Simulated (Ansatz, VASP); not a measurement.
# AlNi in two plane-wave programs, part 2 of 2

Aim: how closely do two programs agree when they are given the same cell, functional and k mesh? The structure shown is the end of the Ansatz relaxation below.

VASP 6.6.1 and Ansatz 0.2.0.

So far. Step 3 (VASP: single point, LDA, pair 1): The run ends at a pressure of 2.32 GPa.

### 6. VASP: single point, LDA, pair 2

Level of this step: LDA, no spin polarisation; plane waves and PAW (Al, Ni) (VASP).

The same cell, functional (in two slightly different forms), mesh and smearing now go to VASP, with its own data sets.

INCAR

```
SYSTEM = AlNi
PREC = Accurate
ENCUT = 600
EDIFF = 1E-06
NELM = 120
ISMEAR = 1
SIGMA = 0.2
LREAL = .FALSE.
ALGO = Normal
GGA = PW92
NBANDS = 12
LASPH = .TRUE.
LORBIT = 11
LWAVE = .FALSE.
LCHARG = .FALSE.
ISIF = 2
GGA_COMPAT = .FALSE.
KPAR = 2
```

POSCAR

```
AlNi
1.0
    2.8213604556      0.0000000000      0.0000000000
    0.0000000000      2.8213604556      0.0000000000
    0.0000000000      0.0000000000      2.8602357830
Al Ni
1 1
Direct
    0.0000000000      0.0000000000      0.0000000000
    0.5000000000      0.5000000000      0.5000000000
```

KPOINTS

```
Automatic mesh
0
Gamma
16 16 16
0 0 0
```

The projector-augmented-wave data sets are Al and Ni (LDA family, release 64).

Run with:

```sh
$ mpirun -np 2 vasp_std
```

Numbers of over 12 decimals in the logs are rounded to 6 here.

Log:

```text
[banner, memory and clock lines left out]
running    2 mpi-ranks, on    1 nodes
[...]
[... a notice as in an earlier step ...]

 LDA part: xc-table for (Slater(with rela. corr.)+PW92), standard interpolation
 POSCAR, INCAR and KPOINTS ok, starting setup
[...]
entering main loop
       N       E                     dE             d eps       ncg     rms          rms(c)
DAV:   1     0.433526469411E+02    0.43353E+02   -0.61781E+03  9832   0.130E+03
DAV:   2    -0.118062379136E+02   -0.55159E+02   -0.50881E+02  9940   0.209E+02
DAV:   3    -0.135894475394E+02   -0.17832E+01   -0.17631E+01 11668   0.438E+01
DAV:   4    -0.136133501452E+02   -0.23903E-01   -0.23893E-01 10968   0.454E+00
[...]
DAV:  10    -0.121875301273E+02    0.35023E-03   -0.10519E-03 11788   0.479E-01    0.798E-02
DAV:  11    -0.121875311091E+02   -0.98183E-06   -0.32344E-05 11360   0.499E-02    0.235E-02
DAV:  12    -0.121875305336E+02    0.57554E-06   -0.35567E-06  9824   0.325E-02
   1 F= -.12187531E+02 E0= -.12187805E+02  d E =0.824617E-03
```

Parts of OUTCAR (step 6):

```text
  Total        0.0448306      0.0448306     -0.1444057      0.0000000      0.0000000      0.0000000
  in kB        3.1547610      3.1547610    -10.1619235      0.0000000      0.0000000      0.0000000
  external PRESSURE =      -1.2841339 kB  Pullay stress =       0.0000000 kB

 POSITION                                       TOTAL-FORCE (eV/Angst)
 -----------------------------------------------------------------------------------
      0.00000      0.00000      0.00000         0.000000      0.000000      0.000000
      1.41068      1.41068      1.43012         0.000000      0.000000      0.000000
 -----------------------------------------------------------------------------------
    total drift:                                0.000000      0.000000     -0.000000

  FREE ENERGIE OF THE ION-ELECTRON SYSTEM (eV)
  ---------------------------------------------------
  free  energy   TOTEN  =       -12.1875305336 eV

  energy  without entropy=      -12.1883551503  energy(sigma->0) =      -12.18780541

[... 1 part as in an earlier step ...]

[... 2 further parts left out ...]
[key lines of the parts left out:]
E-fermi :  10.4162
```

The run ends at a pressure of -0.13 GPa.

### 7. Comparison

What differs besides the data sets and the points named for the pairs above, as far as they apply: the data sets hold 21 valence electrons in Ansatz (on its PAW soft_1 files) and 13 in VASP. Total energies have different zeros and are not compared.

Compared:

```
      quantity  Ansatz   VASP  difference
pressure (GPa)   -0.44  -0.13       -0.31
```

### 8. Ansatz: relaxation, LDA

This run makes the geometry at which the two programs are then compared. The cell compared in this pair holds 22.82 Å³, against 22.77 Å³ for the pair before.

The structure compared here is the end of the Ansatz relaxation.

input.yaml

```yaml
crystal:
  lattice:
    - [2.8213604556, 0.0, 0.0]
    - [0.0, 2.8213604556, 0.0]
    - [0.0, 0.0, 2.8885549492]
  atoms:
    - { symbol: Al, position: [0.0, 0.0, 0.0] }
    - { symbol: Ni, position: [0.5, 0.5, 0.5] }
kpoints:
  mp_grid: { grid: [16, 16, 16] }
hamiltonian:
  xc: lda
  pseudopotentials: { kind: paw, azcp: { folder: soft_1 }, xc_functional: pbe }
scf:
  occupations: { method: methfessel_paxton, width: 0.2 }
output:
  forces: true
  stress: true
  eigenvalues: true
relax:
  adjacent_minimum: "off"
  f_tol: 0.001
  max_steps: 60
  cell: { stress_tol: 0.01, fix: [c, angles] }
```

Run with:

```sh
$ ansatz run input.yaml --threads 4 --pin off --max-ram 10240MiB --backend cpu --events-out ev --progress --plain --runs-dir out
```

Log:

```text
[...]
Crystal: 2 atoms, lattice volume = 22.993 Å³
Basis set: ecut = 420 eV, 461 PW (Γ)
Bands: 15, of which v1, the nominal top of the filled ones, is band 11 counted from 1 (10 counted from 0)
Symmetry: 16 space group operations
[...]
k-points: 405 of 4096
[...]
k-point 404: bands = [... 7 lower, 13.2591, 13.3382, 16.2586, 16.3206, 16.3206, 18.3593, 18.9569, 18.9569]
--- Relaxed structure (4 steps of the walk, 4 accepted, 1 SCFs on fresh bases) ---
[...]
cell:  # Å, volume = 22.8172 Å³
    - [2.810546, 0, 0.0]
    - [0, 2.810546, 0.0]
    - [0.0, 0.0, 2.8885549492]
  atoms:
    - { symbol: Al, position: [0, 0, 0.0] }
    - { symbol: Ni, position: [0.5, 0.5, 0.5] }
[key lines of the parts left out:]
SCF converged after 5 iterations
Free energy (F): -6287.670992 eV
Fermi energy:    14.342469 eV
P = ⅓ Tr σ = -0.7861 GPa (-7.861 kbar)
```

### 9. VASP: single point, LDA, pair 3

The same cell, functional (in two slightly different forms), mesh and smearing now go to VASP, with its own data sets.

INCAR is that of step 6.

POSCAR

```
AlNi
1.0
    2.8105458516      0.0000000000      0.0000000000
    0.0000000000      2.8105458516      0.0000000000
    0.0000000000      0.0000000000      2.8885549492
Al Ni
1 1
Direct
    0.0000000000      0.0000000000      0.0000000000
    0.5000000000      0.5000000000      0.5000000000
```

KPOINTS is that of step 6.

Run with:

```sh
$ mpirun -np 2 vasp_std
```

Log:

```text
[... set-up lines as in an earlier step ...]
 entering main loop
       N       E                     dE             d eps       ncg     rms          rms(c)
DAV:   1     0.439285297242E+02    0.43929E+02   -0.61823E+03  9812   0.130E+03
DAV:   2    -0.117537992301E+02   -0.55682E+02   -0.51574E+02  9912   0.210E+02
DAV:   3    -0.135868323406E+02   -0.18330E+01   -0.18085E+01 11768   0.442E+01
DAV:   4    -0.136116020865E+02   -0.24770E-01   -0.24755E-01 10916   0.461E+00
[...]
DAV:  10    -0.121849825044E+02    0.35654E-03   -0.10804E-03 11792   0.487E-01    0.797E-02
DAV:  11    -0.121849838697E+02   -0.13653E-05   -0.34053E-05 11504   0.515E-02    0.231E-02
DAV:  12    -0.121849832404E+02    0.62927E-06   -0.37221E-06  9716   0.330E-02
   1 F= -.12184983E+02 E0= -.12185144E+02  d E =0.482126E-03
```

From OUTCAR (step 9):

```text
  Total        0.0456471      0.0456471     -0.2973131      0.0000000     -0.0000000      0.0000000
  in kB        3.2052469      3.2052469    -20.8767359      0.0000000     -0.0000000      0.0000000
  external PRESSURE =      -4.8220807 kB  Pullay stress =       0.0000000 kB

 POSITION                                       TOTAL-FORCE (eV/Angst)
 -----------------------------------------------------------------------------------
      0.00000      0.00000      0.00000         0.000000      0.000000      0.000000
      1.40527      1.40527      1.44428         0.000000      0.000000      0.000000
 -----------------------------------------------------------------------------------
    total drift:                                0.000000      0.000000     -0.000000

  FREE ENERGIE OF THE ION-ELECTRON SYSTEM (eV)
  ---------------------------------------------------
  free  energy   TOTEN  =       -12.1849832404 eV

  energy  without entropy=      -12.1854653664  energy(sigma->0) =      -12.18514395

[... 1 part as in an earlier step ...]

[... 2 further parts left out ...]
[key lines of the parts left out:]
E-fermi :  10.3831
```

The run ends at a pressure of -0.48 GPa.

### 10. Comparison

What differs besides the data sets and the points named for the pairs above, as far as they apply: the data sets hold 21 valence electrons in Ansatz (on its PAW soft_1 files) and 13 in VASP. Total energies have different zeros and are not compared.

Compared:

```
      quantity  Ansatz   VASP  difference
pressure (GPa)   -0.79  -0.48       -0.30
```

### 11. What came out

```json
{
 "difference in pressure (single point, LDA, pair 1)": "-0.33 GPa",
 "difference in pressure (single point, LDA, pair 2)": "-0.31 GPa",
 "difference in pressure (single point, LDA, pair 3)": "-0.30 GPa"
}
```

In words: The difference in pressure is -0.33 GPa (single point, LDA, pair 1), within the 1 GPa picked in this series as the mark of a large difference. The data sets hold unlike numbers of valence electrons (21 in Ansatz and 13 in VASP), so part of the differences comes from the potentials. 5 further runs of this series are not shown here. How closely two codes agree says nothing of how well the functional describes the real material.

[Lines on the potential files, build, host, timing and source positions are cut from VASP's logs without a mark.]

[Logs are printed without paths, hosts, clocks, repeated set-up lines and the standing remarks that a program may print on its own settings, such as how far it seeks lower states.]

[Hosts, paths, dates, database ids (printed as entryN), source tags and the programs' standing remarks are cut or masked in the printed files.]
